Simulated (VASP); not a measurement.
Runs of VASP 6.6.1 on GaSb. All rows change the cell; the cell of one of them follows. The structure is cubic, space group F-43m (No. 216). Conventional cell: a = 6.215 Å, b = 6.215 Å, c = 6.215 Å, α = 90.00°, β = 90.00°, γ = 90.00°. Ga (site symmetry -43m) is surrounded by 4 Sb at 2.69 Å. Around Sb (site symmetry -43m) lie 4 Ga at 2.69 Å. 

| cell | gap on the mesh (eV) | pressure (GPa) |
| --- | --- | --- |
| atoms relaxed from: a relaxed cell with its volume scaled by 1.04 | 0.10 | -1.9 |
| atoms relaxed from: a relaxed cell with its volume scaled by 1.02 | (a) | -1.0 |
| atoms relaxed from: a relaxed cell with its volume scaled by 0.94 | 0.81 | 3.9 |
| atoms relaxed from: a relaxed cell with its volume scaled by 1.06 | none | -2.7 |
| atoms relaxed from: a relaxed cell with its volume scaled by 0.96 | (b) | 2.4 |

Alike in all rows: task relaxation of the atoms; level r2SCAN; potentials or basis VASP PAW PBE potentials, release 64 (Ga_d, Sb); no spin polarisation; k mesh 10 × 10 × 10; cutoff (eV) 600; smearing gaussian 0.03 eV.

Fill in the values left out.

(a) 0.24; (b) 0.70.

Caveats: the relaxation stopped at its first step, so nothing moved; the PAW data sets were made with another functional, which shifts forces and pressure a little; spin-orbit coupling is left out, which moves the levels of the heavy elements (some runs).

A k mesh can miss the band edges, and the runs leave out spin-orbit coupling on Ga, Sb.

A gap of «none» marks a metal or a gap under the smearing width.
